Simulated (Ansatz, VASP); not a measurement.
## One calculation of CsPbI2Br, two programs

```
Cs Pb I Br
1.0
     6.37530    0.00000    0.00000
     0.00000    6.37530    0.00000
     0.00000    0.00000    5.96222
Cs Pb I Br
1 1 2 1
Direct
  0.50000 0.50000 0.50000
  0.00000 0.00000 0.00000
  0.00000 0.50000 0.00000
  0.50000 0.00000 0.00000
  0.00000 0.00000 0.50000
```

The cell comes from a database or a generator and needn't be the stable form of this composition.

Alike in both runs: task single point; functional PBEsol; k mesh 4 × 4 × 4; occupations gaussian, width 0.1 eV; no spin polarisation.

```csv
,VASP,Ansatz
version,VASP 6.6.1,Ansatz 0.2.0
potentials or method,"VASP PAW PBE potentials, release 64 (Cs_sv, Pb_d, I, Br)","scalar-relativistic, plane waves, PAW"
plane-wave cutoff (eV),520,420
valence electrons in the cell,44,64
```

|  | VASP | Ansatz | Ansatz less VASP |
| --- | --- | --- | --- |
| gap on the k mesh at the Fermi level (eV) | 1.38 | 1.38 | +0.002 |
| least direct gap on the mesh (eV) | 1.38 | 1.38 | +0.002 |
| pressure (GPa) | -0.8 | -0.8 | 0.00 |
| largest component of the traceless stress (GPa) | 0.08 | 0.08 | +0.008 |

The two sets of potentials don't hold the same shells in valence.

Caveats: the PAW data sets were made with another functional, which shifts forces and pressure a little (VASP); spin-orbit coupling is left out, which as a rule narrows the gap of such compounds by several tenths of an eV. A k mesh can miss the band edges. As with any semilocal functional, this PBEsol gap is likely too small.
